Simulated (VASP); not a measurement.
All values below come from PBE GGA, VASP's PBE PAW potentials (set 64) (plane waves; VASP).

VASP input:

INCAR:
```
! general
SYSTEM  = Fe16C
PREC    = Normal
ENCUT   = 400   ! plane-wave cut-off (eV)
LREAL   = .False.   ! projection in real space or not
LASPH   = .True.   ! aspherical one-centre terms

! electronic loop
EDIFF   = 1E-6   ! SCF stop (eV)
NELM    = 100   ! most electronic steps
NELMIN  = 4
ALGO    = Normal   ! blocked Davidson
LMAXMIX = 4   ! l cut-off of mixed one-centre charges

! smearing
ISMEAR  = 1   ! Methfessel-Paxton
SIGMA   = 0.1   ! width (eV)

! functional
GGA     = PE

! spin
ISPIN   = 2   ! spin-polarised
MAGMOM  = 16*2.5 0.0

! output
LWAVE   = .False.
LCHARG  = .False.
LORBIT  = 11
LVHAR   = .True.

! other
LDIPOL  = .True.
IDIPOL  = 3
DIPOL   = 0.5 0.5 0.5
```

KPOINTS:
```
K-points
0
gamma
 6 7 1
```

**POSCAR**
```
Fe16C
1
    5.6674620816     0.0000000000     0.0000000000
    2.8337310408     4.0075009450     0.0000000000
    0.0000000000     0.0000000000    19.8343291717
Fe C
16 1
Direct
  0.7500000000   0.5000000000   0.3484630000
  0.2500000000   0.5000000000   0.3484630000
  0.7500000000   0.0000000000   0.3484630000
  0.2500000000   0.0000000000   0.3484630000
  0.0000000000   0.0000000000   0.4494880000
  0.5000000000   0.0000000000   0.4494880000
  0.0000000000   0.5000000000   0.4494880000
  0.5000000000   0.5000000000   0.4494880000
  0.7500000000   0.5000000000   0.5505120000
  0.2500000000   0.5000000000   0.5505120000
  0.7500000000   0.0000000000   0.5505120000
  0.2500000000   0.0000000000   0.5505120000
  0.0000000000   0.0000000000   0.6515370000
  0.5000000000   0.0000000000   0.6515370000
  0.0000000000   0.5000000000   0.6515370000
  0.5000000000   0.5000000000   0.6515370000
  0.0000000000   0.2500000000   0.7291940000
```

POTCAR, in this order: Fe C (PBE.64 set). Program: vasp_std. Read from the step before: WAVECAR.

### Question
What will the output report for the number of irreducible k-points (NKPTS), largest plane-wave count, number of space-group operations, FFT grid (NGX, NGY, NGZ)?

### Answer

```
Item                                          Result
--------------------------------------  ------------
number of irreducible k-points (NKPTS)            22
largest plane-wave count                        8243
number of space-group operations                   2
FFT grid (NGX, NGY, NGZ)                28 × 24 × 98
```

The cell is a thin slab with vacuum, built from Fe (bcc): (110) face, C adsorbed.
